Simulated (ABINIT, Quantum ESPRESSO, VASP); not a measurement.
ZrC (Fm-3m, 2 atoms in the cell) computed with different codes at matched settings

Self-consistent single point.

```xyz
2
Lattice="0.0000 2.3089 2.3089 2.3089 0.0000 2.3089 2.3089 2.3089 0.0000" Properties=species:S:1:pos:R:3 pbc="T T T"
Zr     0.0000     0.0000     0.0000
C      2.3089     2.3089     2.3089
```

Shared settings, as Quantum ESPRESSO writes them: occupations = smearing; smearing = gauss; degauss = 0.0147 Ry; K_POINTS = automatic 10 10 10 0 0 0. Potentials and cutoffs stand in the table.

| code | model | pressure (GPa) | cutoff |
|---|---|---|---|
| ABINIT | PBEsol, norm-conserving pseudopotentials (PseudoDojo nc-sr-04 PBEsol standard) | 8.61 | 1116 eV |
| VASP | PBEsol, VASP's PBE PAW potentials (set 64) | 7.75 | 400 eV |
| Quantum ESPRESSO | PBEsol, PSlibrary ultrasoft (PBE) pseudopotentials | 8.56 | 55 Ry |

The spread over the programs that give each value: pressure within 0.86 GPa.

VASP's run is marked for a possible Pulay error in its stress at this cutoff; no cutoff test was made.

The starting cell has typed, rounded lattice constants, without a prior relaxation at this level. Its lattice was rescaled by a random factor within 2.5 % of one.

Left out of this page: Ansatz, GPAW, Elk, FLEUR and SIESTA (not drawn, or without a comparable value).
